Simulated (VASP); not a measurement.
Data:

```
CdS
1.0
    0.00000     2.72653     2.72653
    2.72653     0.00000     2.72653
    2.72653     2.72653     0.00000
Cd S
1 1
Direct
  0.00000   0.00000   0.00000
  0.25000   0.25000   0.25000
```

The numbers are results of PBEsol GGA, VASP's PBE PAW potentials (set 64) (plane waves; VASP), not measurements. Numerical set-up: 480 eV cut-off, 8×8×8 Γ-centred mesh, Gaussian smearing of 0.050 eV, potentials Cd S.

**Question.** Predict the energy per atom (σ→0), pressure, band gap (on the k-mesh) with the smallest direct gap where there is one.

**Answer.** 
```yaml
band gap (on the k-mesh): 1.39 eV
smallest direct gap (on the k-mesh): 1.39 eV
energy per atom (σ→0): -305.7 kJ/mol of atoms
pressure: 19.99 GPa
```

Only differences to runs with the same potentials and settings are physical.

The compound is CdS in the zinc blende structure, a metastable form; wurtzite is the usual one. It was relaxed first under an external pressure of 20 GPa.
